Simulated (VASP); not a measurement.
An input for Quantum ESPRESSO's pw.x (written as the equivalent of a VASP run, and not itself run):

```
&CONTROL
  calculation = 'vc-relax'
  pseudo_dir = './pseudo'
  outdir = './out'
  tprnfor = .true.
  tstress = .true.
  nstep = 40
  forc_conv_thr = 0.00078
/
&SYSTEM
  ibrav = 0
  nat = 6
  ntyp = 2
  ecutwfc = 92
  occupations = 'smearing'
  smearing = 'gaussian'
  degauss = 0.003675
  input_dft = 'pbesol'
/
&ELECTRONS
  conv_thr = 7.3e-08
  electron_maxstep = 100
/
&IONS
/
&CELL
  press = 50
/
ATOMIC_SPECIES
  Cu 63.546 Cu.upf
  O 15.999 O.upf
CELL_PARAMETERS angstrom
     4.1818423    0.0000000    0.0000000
    -0.0000000    4.1818423   -0.0000000
     0.0000000    0.0000000    4.1818423
ATOMIC_POSITIONS crystal
  Cu   0.7500000  0.2500000  0.7500000
  Cu   0.2500000  0.7500000  0.7500000
  Cu   0.7500000  0.7500000  0.2500000
  Cu   0.2500000  0.2500000  0.2500000
  O    0.0000000  0.0000000  0.0000000
  O    0.5000000  0.5000000  0.5000000
K_POINTS automatic
  5 5 5 0 0 0
```

### Question
Write the VASP files for the same calculation (PBEsol).

### Answer
One answer among several that fit: 
**INCAR**
```
! general
SYSTEM =Cu2O
PREC   =Accurate
ENCUT  =620   ! plane-wave cut-off (eV)
LREAL  =.False.   ! projection in real space or not
LASPH  =.True.   ! aspherical one-centre terms

! electronic loop
EDIFF  =1E-6   ! SCF stop (eV)
NELM   =100   ! most electronic steps
ALGO   =Normal   ! blocked Davidson
LMAXMIX=4   ! l cut-off of mixed one-centre charges

! smearing
ISMEAR =0   ! Gaussian
SIGMA  =0.05

! functional
GGA    =PS

! ions
IBRION =2
NSW    =40   ! most ionic steps
ISIF   =3
EDIFFG =-0.02   ! ionic stop
PSTRESS=50   ! kbar

! output
LWAVE  =.False.
LCHARG =.False.
```

POSCAR:
```
Cu2O
1
    4.1818422742     0.0000000000     0.0000000000
   -0.0000000000     4.1818422742    -0.0000000000
    0.0000000000     0.0000000000     4.1818422742
Cu O
4 2
Direct
  0.7500000000   0.2500000000   0.7500000000
  0.2500000000   0.7500000000   0.7500000000
  0.7500000000   0.7500000000   0.2500000000
  0.2500000000   0.2500000000   0.2500000000
  0.0000000000   0.0000000000   0.0000000000
  0.5000000000   0.5000000000   0.5000000000
```

### KPOINTS
```
K-points
0
Gamma
  5 5 5
```

POTCAR, in this order: Cu O (PBE.64 set). Program: vasp_std.

What does not carry over: the potentials are each code's own (VASP's PAW set, PseudoDojo norm-conserving files in pw.x), so ENCUT and ecutwfc are chosen apart and not converted; conv_thr bounds pw.x's estimated SCF error, while EDIFF bounds the energy change between steps; forc_conv_thr acts on force components and is met together with etot_conv_thr.

The compound is Cu2O in the cuprite structure. It was relaxed first under an external pressure of 5 GPa.
